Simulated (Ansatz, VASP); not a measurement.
# Cross-check of BaZrO3 between VASP and Ansatz

Wanted: the spread between two codes on one cell, functional and k mesh. The cell is taken from a series of VASP runs on this material, whose earlier steps may have relaxed, scaled or displaced it; both programs get it as it stands.

Main program and level: Ansatz 0.2.0; plane waves, with VASP 6.6.1 beside it; relaxation of cell and atoms at r2SCAN.

### Step 1. Set-up

It takes space group Pm-3m (No. 221, cubic). Conventional cell: a = 4.214 Å, b = 4.214 Å, c = 4.214 Å, α = 90.00°, β = 90.00°, γ = 90.00°. Nearest to Ba lie 12 O at 2.98 Å. Nearest to Zr lie 6 O at 2.11 Å. Nearest to O lie 2 Zr at 2.11 Å and 4 Ba at 2.98 Å. Farther neighbours and most contacts between anions are not listed.

Structure file:

```cif
data_structure
_symmetry_space_group_name_H-M 'P 1'
_symmetry_Int_Tables_number 1
_cell_length_a 4.2139
_cell_length_b 4.2139
_cell_length_c 4.2139
_cell_angle_alpha 90.000
_cell_angle_beta 90.000
_cell_angle_gamma 90.000
_cell_volume 74.82
loop_
_atom_site_label
_atom_site_type_symbol
_atom_site_fract_x
_atom_site_fract_y
_atom_site_fract_z
_atom_site_occupancy
Ba1 Ba 0.00000 0.00000 0.00000 1
Zr2 Zr 0.50000 0.50000 0.50000 1
O3 O 0.00000 0.50000 0.50000 1
O4 O 0.50000 0.00000 0.50000 1
O5 O 0.50000 0.50000 0.00000 1
```

### Step 2. VASP: relaxation of cell and atoms, r2SCAN

The relaxed volume is the usual yardstick between codes: its relative difference is about their pressure difference at one cell divided by the bulk modulus.

Lines of VASP's logs that name or quote its potential files are left out, and so is its time.

Input file INCAR:

```
SYSTEM = BaZrO3
PREC = Accurate
ENCUT = 520
EDIFF = 1E-06
NELM = 100
ISMEAR = 0
SIGMA = 0.05
LREAL = .FALSE.
ALGO = Normal
METAGGA = R2SCAN
LASPH = .TRUE.
NBANDS = 26
LORBIT = 11
LWAVE = .FALSE.
LCHARG = .FALSE.
KPAR = 4
IBRION = 2
NSW = 60
ISIF = 3
EDIFFG = -0.01
```

Input file POSCAR:

```
BaZrO3
1.0
    4.2138674132      0.0000000000      0.0000000000
    0.0000000000      4.2138674132      0.0000000000
    0.0000000000      0.0000000000      4.2138674132
Ba Zr O
1 1 3
Direct
    0.0000000000      0.0000000000      0.0000000000
    0.5000000000      0.5000000000      0.5000000000
    0.0000000000      0.5000000000      0.5000000000
    0.5000000000      0.0000000000      0.5000000000
    0.5000000000      0.5000000000      0.0000000000
```

Input file KPOINTS:

```
Automatic mesh
0
Gamma
6 6 6
0 0 0
```

Potentials, in the order of the species: Ba_sv, Zr_sv and O (PBE family, release 64).

Launch:

```bash
> mpirun -np 4 vasp_std
```

Numbers of over 12 decimals in the logs are rounded to 6 here.

What it wrote:

```text
[banner, memory and clock lines left out]
running    4 mpi-ranks, on    1 nodes
 distrk:  each k-point on    1 cores,    4 groups
 distr:  one band on    1 cores,    1 groups

 POSCAR found type information on POSCAR BaZrO
 POSCAR found :  3 types and       5 ions
|                                                                             |
|               ----> ADVICE to this user running VASP <----                  |
|                                                                             |
|     You enforced a specific xc type in the INCAR file but a different       |
|     [... a line on the potential file left out ...]
|     I HOPE YOU KNOW WHAT YOU ARE DOING!                                     |
|                                                                             |

 LDA part: xc-table for (None), standard interpolation
 POSCAR, INCAR and KPOINTS ok, starting setup
 FFT: planning ... GRIDC
 FFT: planning ... GRID_SOFT
 FFT: planning ... GRID
 WAVECAR not read
 entering main loop
       N       E                     dE             d eps       ncg     rms          rms(c)
DAV:   1     0.271420971096E+03    0.27142E+03   -0.22497E+04  1040   0.154E+03
DAV:   2    -0.842243178345E+02   -0.35565E+03   -0.34803E+03  1296   0.381E+02
DAV:   3    -0.106623396589E+03   -0.22399E+02   -0.22334E+02  1754   0.894E+01
DAV:   4    -0.107235443338E+03   -0.61205E+00   -0.61096E+00  1450   0.117E+01
DAV:   5    -0.107247348579E+03   -0.11905E-01   -0.11904E-01  1558   0.128E+00    0.288E+01
DAV:   6    -0.846929162077E+02    0.22554E+02   -0.25310E+01  1348   0.376E+01    0.100E+01
DAV:   7    -0.850624963789E+02   -0.36958E+00   -0.19699E+00  1408   0.869E+00    0.536E+00
DAV:   8    -0.851734711896E+02   -0.11097E+00   -0.10056E+00  1134   0.645E+00    0.188E+00
DAV:   9    -0.851052234931E+02    0.68248E-01   -0.31985E-01  1170   0.309E+00    0.376E-01
DAV:  10    -0.851072009915E+02   -0.19775E-02   -0.11230E-02  1396   0.733E-01    0.229E-01
DAV:  11    -0.851078248919E+02   -0.62390E-03   -0.11201E-02  1202   0.596E-01    0.177E-01
DAV:  12    -0.851074357095E+02    0.38918E-03   -0.14116E-03  1192   0.226E-01    0.482E-02
DAV:  13    -0.851074095136E+02    0.26196E-04   -0.16755E-04  1314   0.704E-02    0.889E-03
DAV:  14    -0.851074104417E+02   -0.92806E-06   -0.86823E-06  1446   0.186E-02
   1 F= -.85107410E+02 E0= -.85107410E+02  d E =-.851074E+02
 curvature:   0.00 expect dE= 0.000E+00 dE for cont linesearch  0.000E+00
 trial: gam= 0.00000 g(F)=  0.000E+00 g(S)=  0.863E-06 ort = 0.000E+00 (trialstep = 0.100E+01)
 search vector abs. value=  0.863E-06
 reached required accuracy - stopping structural energy minimisation
```

OUTCAR, selected parts (step 2):

```text
ion  position               nearest neighbor table
   1  0.000  0.000  0.000-   3 2.98   4 2.98   5 2.98   3 2.98   4 2.98   3 2.98   5 2.98   3 2.98
                             4 2.98   5 2.98   4 2.98   5 2.98   2 3.65   2 3.65   2 3.65   2 3.65
   2  0.500  0.500  0.500-   3 2.11   4 2.11   5 2.11   5 2.11   4 2.11   3 2.11   1 3.65   1 3.65
                             1 3.65   1 3.65   1 3.65   1 3.65   1 3.65   1 3.65
   3  0.000  0.500  0.500-   2 2.11   2 2.11   1 2.98   1 2.98   1 2.98   1 2.98
   4  0.500  0.000  0.500-   2 2.11   2 2.11   1 2.98   1 2.98   1 2.98   1 2.98
   5  0.500  0.500  0.000-   2 2.11   2 2.11   1 2.98   1 2.98   1 2.98   1 2.98

  LATTYP: Found a simple cubic cell.
 ALAT       =     4.2138674132

 Subroutine GETGRP returns: Found 48 space group operations
 (whereof 48 operations were pure point group operations)

The static configuration has the point symmetry O_h .

 Found     20 irreducible k-points:

   k-points           NKPTS =     20   k-points in BZ     NKDIM =     20   number of bands    NBANDS=     26

   dimension x,y,z NGX =    32 NGY =   32 NGZ =   32
   dimension x,y,z NGXF=    64 NGYF=   64 NGZF=   64

   ENCUT  =  520.0 eV  38.22 Ry    6.18 a.u.   7.84  7.84  7.84*2*pi/ulx,y,z

   NELECT =      40.0000    total number of electrons

 k-points in reciprocal lattice and weights: Automatic mesh
   0.00000000  0.00000000  0.00000000       0.005
   0.16666667  0.00000000  0.00000000       0.028
   0.33333333  0.00000000  0.00000000       0.028
   0.50000000  0.00000000  0.00000000       0.014
   0.16666667  0.16666667  0.00000000       0.056
   0.33333333  0.16666667  0.00000000       0.111
   0.50000000  0.16666667  0.00000000       0.056
   0.33333333  0.33333333  0.00000000       0.056
   0.50000000  0.33333333  0.00000000       0.056
[...]
0.50000000  0.50000000  0.33333333       0.028
   0.50000000  0.50000000  0.50000000       0.005

 average (electrostatic) potential at core
       1 -38.9299       2 -83.7518       3 -73.0787       4 -73.0787       5 -73.0787

 E-fermi :   3.6381

 k-point     1 :       0.0000    0.0000    0.0000
  band No.  band energies     occupation
    ...
     16       2.3810      2.00000
     17       2.3810      2.00000
     18       3.1096      2.00000
     19       3.1096      2.00000
     20       3.1096      2.00000
     21       7.0343      0.00000
     22       7.0343      0.00000
     23       7.0343      0.00000
     24       8.5169      0.00000
     25       8.5169      0.00000
    ...

 k-point     2 :       0.1667    0.0000    0.0000
  band No.  band energies     occupation
    ...
     16       2.1532      2.00000
     17       2.1968      2.00000
     18       2.4919      2.00000
     19       3.0218      2.00000
     20       3.0218      2.00000
     21       7.1274      0.00000
     22       7.6184      0.00000
     23       7.6184      0.00000
     24       8.9397      0.00000
     25       8.9705      0.00000
    ...

 k-point     3 :       0.3333    0.0000    0.0000
  band No.  band energies     occupation
    ...
     16       1.7982      2.00000
     17       1.8318      2.00000
     18       1.8723      2.00000
     19       2.9063      2.00000
     20       2.9063      2.00000
     21       7.3379      0.00000
     22       8.8075      0.00000
     23       8.8075      0.00000
     24       9.8086      0.00000
     25       9.9915      0.00000
    ...

  Total        0.0054614      0.0054614      0.0054614      0.0000000      0.0000000     -0.0000000
  in kB        0.1169429      0.1169429      0.1169429      0.0000000      0.0000000     -0.0000000
  external PRESSURE =       0.1169429 kB  Pullay stress =       0.0000000 kB

  energy-cutoff  :      520.00
  volume of cell :       74.82
      direct lattice vectors                 reciprocal lattice vectors
     4.213867413  0.000000000  0.000000000     0.237311691  0.000000000  0.000000000
     0.000000000  4.213867413  0.000000000     0.000000000  0.237311691  0.000000000
     0.000000000  0.000000000  4.213867413     0.000000000  0.000000000  0.237311691

 POSITION                                       TOTAL-FORCE (eV/Angst)
 -----------------------------------------------------------------------------------
      0.00000      0.00000      0.00000         0.000000      0.000000      0.000000
      2.10693      2.10693      2.10693         0.000000      0.000000      0.000000
      0.00000      2.10693      2.10693         0.000000      0.000000      0.000000
      2.10693      0.00000      2.10693         0.000000      0.000000      0.000000
      2.10693      2.10693      0.00000         0.000000      0.000000      0.000000
 -----------------------------------------------------------------------------------
    total drift:                                0.000000     -0.000000     -0.000000

  FREE ENERGIE OF THE ION-ELECTRON SYSTEM (eV)
  ---------------------------------------------------
  free  energy   TOTEN  =       -85.1074104417 eV

  energy  without entropy=      -85.1074104417  energy(sigma->0) =      -85.10741044

 reached required accuracy - stopping structural energy minimisation

 total charge
# of ion       s       p       d       tot
------------------------------------------
    1        2.010   5.646   0.240   7.897
    2        2.188   6.080   1.340   9.607
    3        1.564   3.509   0.000   5.073
    4        1.564   3.509   0.000   5.073
    5        1.564   3.509   0.000   5.073
--------------------------------------------------
tot          8.891  22.253   1.580  32.723

[... 3 further parts left out ...]
```

### Step 3. Ansatz: relaxation of cell and atoms, r2SCAN

Ansatz runs on its default PAW (the set named soft_2) files.

The same cell, functional, mesh and smearing now go to Ansatz, which takes its cutoff from its data sets.

Input file input.yaml:

```yaml
crystal:
  lattice:
    - [4.2138674132, 0.0, 0.0]
    - [0.0, 4.2138674132, 0.0]
    - [0.0, 0.0, 4.2138674132]
  atoms:
    - { symbol: Ba, position: [0.0, 0.0, 0.0] }
    - { symbol: Zr, position: [0.5, 0.5, 0.5] }
    - { symbol: O, position: [0.0, 0.5, 0.5] }
    - { symbol: O, position: [0.5, 0.0, 0.5] }
    - { symbol: O, position: [0.5, 0.5, 0.0] }
hamiltonian:
  xc: r2scan
  pseudopotentials: { kind: paw }
kpoints:
  mp_grid: { grid: [6, 6, 6] }
scf:
  occupations: { method: gaussian, width: 0.05 }
relax:
  f_tol: 0.01
  max_steps: 60
  cell: { stress_tol: 0.05 }
output:
  forces: true
  stress: true
```

Launch:

```bash
> ansatz run input.yaml --threads 4 --pin off --max-ram 9216MiB --backend cpu --events-out ev --progress --plain --runs-dir out
```

What it wrote:

```text
Engine: ansatz 0.2.0, aarch64-unknown-linux-gnu
Pseudopotentials: kind: paw
Pseudopotential: Ba, paw, valence charge 10, recommended cutoff 500 eV (meta_gga), Ba.paw.azcp
Pseudopotential: Zr, paw, valence charge 12, recommended cutoff 500 eV (meta_gga), Zr.paw.azcp
Pseudopotential: O, paw, valence charge 6, recommended cutoff 500 eV (meta_gga), O.paw.azcp
Functional definition: r2SCAN
  parameter k0 = 0.174
  parameter k1 = 0.065
  parameter a1 = 4.9479
  exchange = r2scan_x(k0 = k0, k1 = k1, a1 = a1)
  correlation = r2scan_c
Crystal: 5 atoms, lattice volume = 74.824 Å³
Basis set: ecut = 500 eV, 1935 PW (Γ), exchange–correlation on 128×128×128 points (64 copies of the dense FFT grid, shifted against one another)
Bands: 25, of which v1, the nominal top of the filled ones, is band 20 counted from 1 (19 counted from 0)
Symmetry: 48 space group operations
Space group: Pm-3m (ITA 221), of the structure as read, at distance tolerance 4.2e-5 Å
k-points: 20 of 216
Non-local potential: Ba, projectors of the file, l = 0: 3, l = 1: 2, l = 2: 2, l = 3: 2
Non-local potential: Zr, projectors of the file, l = 0: 3, l = 1: 2, l = 2: 2, l = 3: 2
Non-local potential: O, projectors of the file, l = 0: 2, l = 1: 2, l = 2: 1
PAW form: soft (Blöchl's): semilocal exchange-correlation on the pseudo side does not see the compensation charge
PAW frozen core: Ba, regenerated for the run's functional (the file was generated under x = pbe(κ = 0.804, μ = 0.219515), c = pbe(β = 0.066725))
PAW frozen core: Zr, regenerated for the run's functional (the file was generated under x = pbe(κ = 0.804, μ = 0.219515), c = pbe(β = 0.066725))
PAW frozen core: O, regenerated for the run's functional (the file was generated under x = pbe(κ = 0.804, μ = 0.219515), c = pbe(β = 0.066725))
PAW one-centre angular grid: Ba, 302 points (default); XC on 160 Gauss nodes
PAW one-centre angular grid: Zr, 590 points (default); XC on 160 Gauss nodes
PAW one-centre angular grid: O, 302 points (default); XC on 160 Gauss nodes
Initial density: superposition of atomic densities (neutral atoms: chi_scale 0, normalization atom), corrected by the library's trained network
Initial wavefunctions: pseudopotential atomic-orbital guess
Functional: x = r2scan, c = r2scan; τ floored in thin density (d = 2e-4 eV/Å³)
SCF iter   1: F=—  HF=-11875.316778 eV  |F-HF|=—  |Δ(HF+E_count)|=         —  Δρ=1.17e-2  dr2=1.36e-1  dr2_τ=2.23e-1  ethr=1.77e-3  ⟨swp⟩=7.2  Hψ=2632  notcnv=0
preconditioner: auto → Resta (q_TF=auto, 2.458 Å⁻¹)  ε∞=3.4  [insulator: Δε(μ)=4.009 eV  Ē_g=17.112 eV  σ=0.050 eV  W_gap=1.00  n_scr=18 (ndim 8)  ℏωp=26.5 eV  f_vac=0.000  D(μ)=0.00/eV (n_scr^D=0)  ε∞_Penn≈3.4]
SCF iter   2: F=—  HF=-11875.424069 eV  |F-HF|=—  |Δ(HF+E_count)|=   1.07e-1  Δρ=5.77e-3  dr2=1.03e-2  dr2_τ=5.54e-3  ethr=3.41e-4  ⟨swp⟩=2.8  Hψ=1080  notcnv=0  defer=20
SCF iter   3: F=—  HF=-11875.422675 eV  |F-HF|=—  |Δ(HF+E_count)|=   1.39e-3  Δρ=2.39e-3  dr2=2.73e-3  dr2_τ=2.79e-4  ethr=2.56e-5  ⟨swp⟩=2.4  Hψ=906  notcnv=0  defer=20
SCF iter   4: F=—  HF=-11875.422177 eV  |F-HF|=—  |Δ(HF+E_count)|=   4.99e-4  Δρ=4.03e-4  dr2=6.41e-5  dr2_τ=1.30e-5  ethr=6.83e-6  ⟨swp⟩=2.9  Hψ=971  notcnv=0  defer=20
SCF iter   5: F=—  HF=-11875.422197 eV  |F-HF|=—  |Δ(HF+E_count)|=   2.04e-5  Δρ=8.38e-5  dr2=5.50e-6  dr2_τ=3.50e-7  ethr=1.60e-7  ⟨swp⟩=2.5  Hψ=798  notcnv=0  defer=20
SCF iter   6: F=—  HF=-11875.422198 eV  |F-HF|=—  |Δ(HF+E_count)|=   4.19e-7  Δρ=1.90e-5  dr2=3.00e-7  dr2_τ=2.93e-8  ethr=1.38e-8  ⟨swp⟩=2.0  Hψ=779  notcnv=0  defer=20
SCF iter   7: F=-11875.422198 eV  HF=-11875.422198 eV  |F-HF|=8.35e-9  |Δ(HF+E_count)|=   2.54e-8  Δρ=4.19e-6  dr2=1.44e-8  dr2_τ=4.66e-10  ethr=2.50e-10  ⟨swp⟩=4.0  Hψ=1742  notcnv=0
SCF 1 converged in 7 iterations: F = -11875.422198 eV  dr2 = 1.44e-8
  greatest PAW one-centre occupation: 0.991 electrons in one spin orbital (limit 2), on the Zr atom at site 1 (counted from 0), in its partial waves of l = 1
relax step   1: F+E_penalty+E_count = -11875.42219776 eV  Δ(F+E_penalty+E_count) = +0.000e0 eV  max|allowed force component| = 5.043e-29 eV/Å  Δτ_max = 0.0000 Å  P = -1.012 GPa  Ω = 74.824 Å³  (7 SCF iters, dr2 threshold 1.00e-7 eV, accepted)
[...]
relax step   2: F+E_penalty+E_count = -11875.42352951 eV  Δ(F+E_penalty+E_count) = -1.332e-3 eV  max|allowed force component| = 2.693e-29 eV/Å  Δτ_max = 0.0000 Å  P = +0.578 GPa  Ω = 74.094 Å³  energy of the carried Pulay correction = +3.112e-4 eV  (4 SCF iters, dr2 threshold 5.00e-7 eV, accepted)
[...]
relax step   3: F+E_penalty+E_count = -11875.42388636 eV  Δ(F+E_penalty+E_count) = -3.569e-4 eV  max|allowed force component| = 1.375e-29 eV/Å  Δτ_max = 0.0000 Å  P = -0.006 GPa  Ω = 74.358 Å³  energy of the carried Pulay correction = +1.984e-4 eV  (3 SCF iters, dr2 threshold 5.00e-7 eV, accepted)
[...]
relax step   4: F+E_penalty+E_count = -11875.42371222 eV  Δ(F+E_penalty+E_count) = +1.741e-4 eV  max|allowed force component| = 8.362e-30 eV/Å  Δτ_max = 0.0000 Å  P = -0.005 GPa  Ω = 74.358 Å³  stress off target by 5.18e-3 GPa  SCF on the basis re-selected at this cell (its energy is not comparable with the rows above)  (5 SCF iters)
basis re-selected at this cell: Δ(F+E_penalty+E_count) = +1.741e-4 eV, ΔP = +0.001 GPa vs the last step (what re-selecting the basis moved, of the pressure what is left beyond the Pulay correction that the steps carried, after the strain that the cell walked since its last selection, with what the two solves' SCF thresholds leave and, on support functions, any second-order correction that the steps lacked; it is no m [...]
SCF converged after 5 iterations
Free energy (F): -11875.423712 eV
Harris-Foulkes:  -11875.423712 eV  (|F-HF|=7.28e-12)
Internal energy: -11875.423712 eV  (E = F + TS)
E sigma→0 (E₀):  -11875.423712 eV
Fermi energy:    11.260141 eV
--- Per-component energies (eV) ---
  E_band       = -125.859165
  E_kinetic    = 1035.265770
  E_local      = -1951.391823  (includes V_loc(G=0)·N_el)
  E_nonlocal   = 272.171019
  E_hartree    = 692.420798
  E_xc         = -538.167522
  E_vxc        = -682.778471  (∫ρ·V_xc dr)
  E_paw        = -8700.566890  (= ΣΔE_a)
  E_vpaw       = -224.273615  (= ΣTr[D̂ρ^β])
  E_aug_tail   = 0.003015  (compensation charges beyond the density's cutoff)
  E_vtau       = 40.303223  (kinetic-family band-sum trace: ∫τ·v_τ [+ j·A + Jᵃ·Aᵃ] dr)
  E_ewald      = -2684.967931
  E_core_change = -0.190148  (= ΣΔE_core)
  E_smearing   = -0.000000  (= −TS)
  E_closure    = 0.000000  (closes the sum)
  Σ components = -11875.423712   (vs F -11875.423712, Δ=0.00e0)
--- Forces (eV/Å), atoms counted from 1 ---
  atom   1  Ba    -0.00000000     0.00000000    -0.00000000
  atom   2  Zr     0.00000000    -0.00000000     0.00000000
  atom   3  O      0.00000000    -0.00000000    -0.00000000
  atom   4  O      0.00000000     0.00000000     0.00000000
  atom   5  O      0.00000000     0.00000000     0.00000000
  max |Σ_I F_I| component: 5.52e-30 eV/Å
--- Stress (GPa, compression-positive) ---
       -0.005179       0.000000       0.000000
        0.000000      -0.005179      -0.000000
        0.000000      -0.000000      -0.005179
  P = ⅓ Tr σ = -0.0052 GPa (-0.052 kbar)
--- Relaxed structure (3 steps of the walk, 3 accepted, 1 SCFs on fresh bases) ---
  F+E_penalty+E_count = -11875.42371222 eV   max|allowed force component| = 8.362e-30 eV/Å   (the final SCF, on the basis selected at the relaxed cell)
  cell:  # Å, volume = 74.3578 Å³
    - [4.205091, 0, 0]
    - [0, 4.205091, 0.0]
    - [0, 0.0, 4.205091]
  atoms:
    - { symbol: Ba, position: [0, 0, 0] }
    - { symbol: Zr, position: [0.5, 0.5, 0.5] }
    - { symbol: O, position: [0, 0.5, 0.5] }
    - { symbol: O, position: [0.5, 0, 0.5] }
    - { symbol: O, position: [0.5, 0.5, 0] }
```

Run time: 5.7 s. Hardware: 4 threads of Arm Neoverse V1, shared host; peak memory 0.57 GiB; 21 s of CPU time.

### Step 4. Side by side

Known differences besides the potentials themselves: VASP keeps PBE cores, Ansatz makes them for the functional; both relaxations stop at a tolerance, which leaves soft axes loose, and VASP keeps its plane-wave basis; the cutoff is 500 eV in Ansatz and 520 eV in VASP; Ansatz adds a Pulay correction to the stress that steers its cell, VASP none. Total energies have different zeros and are not compared.

The two programs side by side:

```tsv
quantity	Ansatz	VASP	difference
volume (Å³)	74.36	74.82	-0.62 %
edge a after relaxation, in the typed setting (Å)	4.205	4.214	-0.21 %
```

The walks stopped with -0.01 GPa left in Ansatz and 0.01 GPa in VASP; each walk ends within a tolerance, so the volume difference is uncertain by about these residues over the bulk modulus, most in soft cells.

### Step 5. What came out

```
difference in volume (relaxation of cell and atoms, r2SCAN) : -0.62 %
```

In words: The difference in volume is -0.62 % (relaxation of cell and atoms, r2SCAN), within the 1.2 % picked in this series as the mark of a large difference, as far as the stopping tolerances let one tell. Such differences can come from data sets, numerical settings and the points named under the comparisons, not from the functional's error against experiment.

[Lines on the potential files, build, host, timing and source positions are cut from VASP's logs without a mark.]

[Logs are printed without paths, hosts, clocks, repeated set-up lines and the standing remarks that a program may print on its own settings, such as how far it seeks lower states.]

[Hosts, paths, dates, database ids (printed as entryN), source tags and the programs' standing remarks are cut or masked in the printed files.]
